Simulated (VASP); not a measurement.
In3SbO4:

```xyz
8
Lattice="3.3270 0.0000 0.0000 0.0000 5.8490 0.0000 0.0000 0.0000 6.8500" Properties=species:S:1:pos:R:3 pbc="T T T"
In    1.6635    0.0000    2.1340
In    1.6635    2.9245    4.6900
In    0.0000    2.9245    1.1500
Sb    0.0000    0.0000    4.9420
O     1.6635    1.5820    0.6930
O     0.0000    1.3120    3.1230
O     1.6635    4.2670    0.6930
O     0.0000    4.5370    3.1230
```

The cell was built by a generator and needn't be a form met in nature.

```yaml
Program: VASP 6.6.1
Task: relaxation of cell and atoms
Functional: PBE
Potentials_or_basis: VASP PAW PBE potentials, release 64 (In_d, Sb, O)
Cutoff: 520 eV
k_mesh: 10 × 6 × 4
Occupations: gaussian, width 0.1 eV
Spin: no spin polarisation
```

At the start: pressure -1.1 GPa; volume 16.66 Å³/atom.

Task: Where does the relaxation end?

Result: Over 46 steps the energy falls by 64.4 meV/atom and the volume is 17.78 Å³/atom (+6.7 %); space group Pmm2 (No. 25, to 0.05 Å).

The path:
```csv
step,energy change (eV),largest force (eV/Å),pressure (GPa),volume (Å³)
1,0.0000,0.3656,-1.07,133.30
3,-0.0434,0.2660,1.57,130.55
5,-0.0753,0.4680,0.20,132.72
7,-0.1023,0.4112,-0.39,135.28
9,-0.1294,0.4115,0.77,136.07
11,-0.1650,0.2590,-0.27,138.88
13,-0.1690,0.4736,-0.70,140.21
15,-0.2070,0.4859,-0.25,141.73
17,-0.2101,0.5387,-0.05,142.19
19,-0.2823,0.6070,0.45,144.11
21,-0.2907,0.8392,0.71,144.69
23,-0.3587,0.5185,-0.97,148.39
25,-0.4578,0.3941,0.26,146.49
27,-0.4802,0.2028,0.01,146.84
29,-0.4904,0.1340,-0.03,146.80
31,-0.4971,0.1751,-0.17,146.54
33,-0.5061,0.1337,-0.12,144.96
35,-0.5138,0.0869,0.21,142.40
37,-0.5147,0.0543,-0.05,142.45
39,-0.5152,0.0240,-0.04,142.32
41,-0.5153,0.0138,0.06,142.13
43,-0.5155,0.0217,0.04,142.17
45,-0.5155,0.0204,0.02,142.18
46,-0.5155,0.0095,0.00,142.20
```

Final structure:
```
In Sb O
1.0
     3.24484    0.00000    0.00000
     0.00000    5.92962    0.00000
     0.00000    0.00000    7.39063
In Sb O
3 1 4
Direct
  0.50000 0.00000 0.27259
  0.50000 0.50000 0.81955
  0.00000 0.50000 0.21879
  0.00000 0.00000 0.65498
  0.50000 0.28431 0.09979
  0.00000 0.21200 0.41710
  0.50000 0.71569 0.09979
  0.00000 0.78800 0.41710
```
